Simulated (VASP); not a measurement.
These are revPBE GGA, VASP's PBE PAW potentials (set 64) (plane waves; VASP 6.6.1) values and carry that method's errors.

VASP ran on this input.

### POSCAR
```
MnF2
1.0
  4.9705573408   0.0000000000   0.0000000000
  0.0000000000   4.9705573408   0.0000000000
  0.0000000000   0.0000000000   3.3847659678
Mn F
2 4
direct
  0.0000000000   0.0000000000   0.0000000000
  0.5000000000   0.5000000000   0.5000000000
  0.3043016643   0.3043016643   0.0000000000
  0.8043016643   0.1956983357   0.5000000000
  0.1956983357   0.8043016643   0.5000000000
  0.6956983357   0.6956983357   0.0000000000
```

### KPOINTS
```
Automatic
0
G
 4 4 6
0 0 0
```

**INCAR**
```
SYSTEM=MnF2
ISMEAR=0   ! Gaussian
PREC=Accurate
GGA=RE   ! revPBE
EDIFFG=-0.02
LORBIT=10
NELM=100
EDIFF=1E-6   ! SCF stop (eV)
LCHARG=.False.
LASPH=.True.   ! aspherical one-centre terms
ALGO=Normal   ! blocked Davidson
LMAXMIX=4   ! l cut-off of mixed one-centre charges
SIGMA=0.05   ! width (eV)
NSW=60
IBRION=2
LREAL=.False.
ISPIN=2   ! spin-polarised
LWAVE=.False.
MAGMOM=5.0 -5.0 0.0 0.0 0.0 0.0
ISIF=3
ENCUT=520
```

POTCAR, in this order: Mn_pv F (PBE.64 set). Program: vasp_std.

Task: What will the output report for the number of irreducible k-points (NKPTS), largest plane-wave count, number of space-group operations, FFT grid (NGX, NGY, NGZ)?

Result: 
number of irreducible k-points (NKPTS): 24
largest plane-wave count: 2270
number of space-group operations: 16
FFT grid (NGX, NGY, NGZ): 40 × 40 × 28

The compound is MnF2 in the rutile structure. This run relaxes it. Symmetry was kept, so distortions that lower it aren't found. The start is the result of an earlier pass.
